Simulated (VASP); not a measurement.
All values below come from LDA (Ceperley-Alder, Perdew-Zunger), VASP's LDA PAW potentials (set 64) (plane waves; VASP).

A VASP calculation is set up with these files.

File KPOINTS:
```
Automatic
0
gamma
 14 14 14
0 0 0
```

INCAR:
```
# general
SYSTEM   =  HfN
PREC     =  Accurate
ENCUT    =  620
LREAL    =  .FALSE.
LASPH    =  .TRUE.

# electronic loop
EDIFF    =  1E-6
NELM     =  100
ALGO     =  Normal
LMAXMIX  =  6

# smearing
ISMEAR   =  1
SIGMA    =  0.1

# ions
IBRION   =  2
NSW      =  40
ISIF     =  3
EDIFFG   =  -0.02
PSTRESS  =  300

# output
LWAVE    =  .FALSE.
LCHARG   =  .FALSE.
```

File POSCAR:
```
HfN
1.0
  0.0000000000   2.1711396009   2.1711396009
  2.1711396009   0.0000000000   2.1711396009
  2.1711396009   2.1711396009   0.0000000000
Hf N
1 1
direct
  0.0000000000   1.0000000000   1.0000000000
  0.5000000000   0.5000000000   0.5000000000
```

POTCAR, in this order: Hf_pv N (LDA.64 set). Program: vasp_std.

What VASP printed:

**OSZICAR**
```
       N       E                     dE             d eps       ncg     rms          rms(c)
DAV:   1     0.438177949916E+02    0.43818E+02   -0.91594E+03  2288   0.149E+03
DAV:   2    -0.245518775918E+02   -0.68370E+02   -0.64264E+02  3061   0.272E+02
DAV:   3    -0.267217020395E+02   -0.21698E+01   -0.21497E+01  2926   0.403E+01
DAV:   4    -0.267369090945E+02   -0.15207E-01   -0.15136E-01  2692   0.338E+00
DAV:   5    -0.267371532336E+02   -0.24414E-03   -0.24406E-03  2897   0.309E-01    0.641E+01
DAV:   6    -0.237962826341E+02    0.29409E+01   -0.15096E+01  2579   0.291E+01    0.520E+01
DAV:   7    -0.237361458719E+02    0.60137E-01   -0.65127E-01  2639   0.683E+00    0.286E+01
DAV:   8    -0.237180707784E+02    0.18075E-01   -0.61168E-02  2636   0.243E+00    0.414E+00
DAV:   9    -0.237138091068E+02    0.42617E-02   -0.31595E-02  2615   0.125E+00    0.162E+00
DAV:  10    -0.237132994890E+02    0.50962E-03   -0.29823E-03  2594   0.461E-01    0.337E-02
DAV:  11    -0.237132988583E+02    0.63074E-06   -0.68589E-05  2723   0.924E-02    0.451E-02
DAV:  12    -0.237132979875E+02    0.87080E-06   -0.10083E-05  2594   0.306E-02    0.350E-02
DAV:  13    -0.237132977692E+02    0.21833E-06   -0.83993E-07  1432   0.952E-03
   1 F= -.19880606E+02 E0= -.19880437E+02  d E =-.198806E+02
```

**OUTCAR**
```
------------------------ aborting loop because EDIFF is reached ----------------------------------------
  FORCE on cell =-STRESS in cart. coord.  units (eV):
  Direction    XX          YY          ZZ          XY          YZ          ZX
  --------------------------------------------------------------------------------------
  Total        3.8318402      3.8318402      3.8318402      0.0000000     -0.0000000      0.0000000
  in kB      299.9333279    299.9333279    299.9333279      0.0000000     -0.0000000      0.0000000
  external PRESSURE =      -0.0666721 kB  Pullay stress =     300.0000000 kB
  volume of cell :       20.47
      direct lattice vectors                 reciprocal lattice vectors
     0.000000000  2.171139601  2.171139601    -0.230293805  0.230293805  0.230293805
     2.171139601  0.000000000  2.171139601     0.230293805 -0.230293805  0.230293805
     2.171139601  2.171139601  0.000000000     0.230293805  0.230293805 -0.230293805
 POSITION                                       TOTAL-FORCE (eV/Angst)
 -----------------------------------------------------------------------------------
      0.00000      0.00000      0.00000         0.000000      0.000000      0.000000
      2.17114      2.17114      2.17114        -0.000000      0.000000     -0.000000
 -----------------------------------------------------------------------------------
    total drift:                                0.000000      0.000000      0.000000
  FREE ENERGIE OF THE ION-ELECTRON SYSTEM (eV)
  ---------------------------------------------------
  free  energy   TOTEN  =       -23.7132977692 eV

  energy  without entropy=      -23.7127902945  energy(sigma->0) =      -23.71312861
  enthalpy is  TOTEN    =       -19.8806058201 eV   P V=        3.8326919490

 reached required accuracy - stopping structural energy minimisation
```
(Selected blocks of OUTCAR.)

The compound is HfN in the rock salt structure. It was relaxed first under an external pressure of 30 GPa. The electron count is odd and the run is not spin-polarised, which forces a metal.
